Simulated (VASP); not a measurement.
Calculation: r2SCAN meta-GGA, VASP's PBE PAW potentials (set 64) (plane waves; VASP).

A VASP calculation is set up with these files.

File KPOINTS:
```
Automatic mesh
0
Gamma
14 14 8
0 0 0
```

### POSCAR
```
Tc
1
    1.3700000000    -2.3729100000     0.0000000000
    1.3700000000     2.3729100000     0.0000000000
    0.0000000000     0.0000000000     4.3900000000
Tc
2
Direct
  0.3333330000   0.6666670000   0.2500000000
  0.6666670000   0.3333330000   0.7500000000
```

INCAR:
```
SYSTEM = Tc
PREC = Accurate
ENCUT = 400
EDIFF = 1E-6
NELM = 100
ALGO = Normal
LREAL = .FALSE.
LASPH = .TRUE.
ISMEAR = 1
SIGMA = 0.1
METAGGA = R2SCAN
LMIXTAU = .TRUE.
LMAXMIX = 4
LWAVE = .FALSE.
LCHARG = .FALSE.
IBRION = 2
ISIF = 3
NSW = 60
EDIFFG = -0.01
```

POTCAR, in this order: Tc_pv (PBE.64 set). Program: vasp_std.

Task: What does the run give for the energy per atom (σ→0), volume per atom, band gap (on the k-mesh)?

Result: 
| Quantity | Result |
|---|---|
| energy per atom (σ→0) | -25.966 eV/atom |
| band gap (on the k-mesh) | none (metal, semimetal or under 0.01 eV) |
| volume per atom | 14.18 Å^3/atom |

OSZICAR:
```
...
DAV:   4    -0.519322674899E+02    0.44451E-04   -0.79660E-06  4318   0.264E-02    0.435E-03
DAV:   5    -0.519322932184E+02   -0.25728E-04   -0.41045E-07  2042   0.677E-03    0.198E-03
DAV:   6    -0.519322491228E+02    0.44096E-04   -0.79428E-07  2051   0.101E-02    0.388E-04
DAV:   7    -0.519322663215E+02   -0.17199E-04   -0.15136E-07  2043   0.410E-03    0.153E-04
DAV:   8    -0.519322638750E+02    0.24466E-05   -0.16976E-08  2043   0.105E-03    0.102E-04
DAV:   9    -0.519322659212E+02   -0.20463E-05   -0.38492E-09  2043   0.516E-04    0.404E-05
DAV:  10    -0.519322651471E+02    0.77417E-06   -0.98228E-10  2043   0.194E-04
   5 F= -.51932265E+02 E0= -.51931862E+02  d E =-.141552E-04
```

The compound is Tc in the hcp structure. This run relaxes it. Symmetry was kept, so distortions that lower it aren't found.
